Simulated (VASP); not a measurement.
Computed with PBE0 hybrid, VASP's PBE PAW potentials (set 64) (plane waves; VASP).

VASP input:

### POSCAR
```
BAs
1
    0.0000000000     2.3336882550     2.3336882550
    2.3336882550     0.0000000000     2.3336882550
    2.3336882550     2.3336882550     0.0000000000
B As
1 1
Direct
  0.0000000000   0.0000000000   0.0000000000
  0.2500000000   0.2500000000   0.2500000000
```

KPOINTS:
```
Automatic mesh
0
Gamma
8 8 8
0 0 0
```

INCAR:
```
# general
SYSTEM  =BAs
PREC    =Accurate
ENCUT   =520
LREAL   =.False.
LASPH   =.True.
ISYM    =3

# electronic loop
EDIFF   =1E-6
NELM    =60
ALGO    =Normal
LMAXMIX =4

# smearing
ISMEAR  =0
SIGMA   =0.05

# functional
GGA     =PE
LHFCALC =.True.
AEXX    =0.25
HFRCUT  =-1
PRECFOCK=Fast

# ions
ISIF    =2

# output
LWAVE   =.False.
LCHARG  =.False.
```

POTCAR, in this order: B As (PBE.64 set). Program: vasp_std. Read from the step before: WAVECAR.

What VASP printed:

**OUTCAR**
```
 ion  position               nearest neighbor table
   1  0.000  0.000  0.000-   2 2.02   2 2.02   2 2.02   2 2.02
   2  0.250  0.250  0.250-   1 2.02   1 2.02   1 2.02   1 2.02
  LATTYP: Found a face centered cubic cell.
 ALAT       =     4.6673765100
 Subroutine PRICEL returns:
 Original cell was already a primitive cell.
 Subroutine GETGRP returns: Found 24 space group operations
The static configuration has the point symmetry T_d .
The dynamic configuration has the point symmetry T_d .
 Subroutine INISYM returns: Found 24 space group operations
 Subroutine IBZKPT returns following result:
 Found     29 irreducible k-points:

 Following reciprocal coordinates:
            Coordinates               Weight
  0.000000  0.000000  0.000000      1.000000
  0.125000  0.000000  0.000000      8.000000
  0.250000  0.000000  0.000000      8.000000
  0.375000  0.000000  0.000000      8.000000
  0.500000  0.000000  0.000000      4.000000
  0.125000  0.125000  0.000000      6.000000
  0.250000  0.125000  0.000000     24.000000
  0.375000  0.125000  0.000000     24.000000
  0.500000  0.125000  0.000000     24.000000
 -0.375000  0.125000  0.000000     24.000000
 -0.250000  0.125000  0.000000     24.000000
 -0.125000  0.125000  0.000000     12.000000
  0.250000  0.250000  0.000000      6.000000
  0.375000  0.250000  0.000000     24.000000
  0.500000  0.250000  0.000000     24.000000
 -0.375000  0.250000  0.000000     24.000000
 -0.250000  0.250000  0.000000     12.000000
  0.375000  0.375000  0.000000      6.000000
  0.500000  0.375000  0.000000     24.000000
 -0.375000  0.375000  0.000000     12.000000
  0.500000  0.500000  0.000000      3.000000
  0.375000  0.250000  0.125000     24.000000
  0.500000  0.250000  0.125000     48.000000
 -0.375000  0.250000  0.125000     24.000000
...
```

**OSZICAR**
```
       N       E                     dE             d eps       ncg     rms          rms(c)
DAV:   1    -0.141151344475E+02   -0.14115E+02   -0.49041E-01   616   0.624E+00    0.254E+00
DAV:   2    -0.141184425693E+02   -0.33081E-02   -0.62434E-03   608   0.608E-01    0.168E+00
DAV:   3    -0.141178369155E+02    0.60565E-03   -0.61960E-04   528   0.194E-01    0.987E-01
DAV:   4    -0.141176225826E+02    0.21433E-03   -0.12750E-04   592   0.948E-02    0.569E-01
DAV:   5    -0.141175477042E+02    0.74878E-04   -0.28576E-05   656   0.481E-02    0.325E-01
DAV:   6    -0.141175226471E+02    0.25057E-04   -0.96378E-06   576   0.268E-02    0.185E-01
DAV:   7    -0.141175149658E+02    0.76813E-05   -0.32691E-06   504   0.157E-02    0.105E-01
DAV:   8    -0.141175128636E+02    0.21023E-05   -0.94791E-07   280   0.926E-03    0.601E-02
DAV:   9    -0.141175124659E+02    0.39767E-06   -0.35511E-07   248   0.590E-03
   1 F= -.14117512E+02 E0= -.14117512E+02  d E =-.537190E-11
```

### OUTCAR
```
------------------------ aborting loop because EDIFF is reached ----------------------------------------
  FORCE on cell =-STRESS in cart. coord.  units (eV):
  Direction    XX          YY          ZZ          XY          YZ          ZX
  --------------------------------------------------------------------------------------
  Total        1.7315743      1.7315743      1.7315743     -0.0000000      0.0000000      0.0000000
  in kB      109.1423218    109.1423218    109.1423218     -0.0000000      0.0000000      0.0000000
  external PRESSURE =     109.1423218 kB  Pullay stress =       0.0000000 kB
  volume of cell :       25.42
      direct lattice vectors                 reciprocal lattice vectors
     0.000000000  2.333688255  2.333688255    -0.214253124  0.214253124  0.214253124
     2.333688255  0.000000000  2.333688255     0.214253124 -0.214253124  0.214253124
     2.333688255  2.333688255  0.000000000     0.214253124  0.214253124 -0.214253124
  FREE ENERGIE OF THE ION-ELECTRON SYSTEM (eV)
  ---------------------------------------------------
  free  energy   TOTEN  =       -14.1175124659 eV

  energy  without entropy=      -14.1175124659  energy(sigma->0) =      -14.11751247

  exchange ACFDT corr.  =         0.00000000  see jH, gK, PRB 81, 115126
```
(Selected blocks of OUTCAR.)

The compound is BAs in the zinc blende structure. This cell is one point of a volume scan, at 0.91 of the reference volume. The cell's shape comes from a PBE relaxation.
